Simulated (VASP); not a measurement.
```
CELL_PARAMETERS angstrom
      1.73242    -3.00064     0.00000
      1.73242     3.00064     0.00000
      0.00000     0.00000     5.38729
ATOMIC_POSITIONS crystal
  Lu 0.33333 0.66667 0.25000
  Lu 0.66667 0.33333 0.75000
```

Method: PBE GGA with D3 dispersion (zero damping), VASP's PBE PAW potentials (set 64) (plane waves; VASP 6.6.1). Run with 520 eV cut-off, 14×14×8 Γ-centred mesh, tetrahedra with Blöchl corrections, potentials Lu_3.

Problem. Predict the energy per atom (σ→0), band gap (on the k-mesh) with the smallest direct gap where there is one.

Solution. 
| Item | Result |
|---|---|
| band gap (on the k-mesh) | none (metal, semimetal or under 0.01 eV) |
| energy per atom (σ→0) | -4.778 eV/atom |

The absolute energy has meaning only against runs of the same code, potentials and settings.

The compound is Lu in the hcp structure. It was relaxed first.
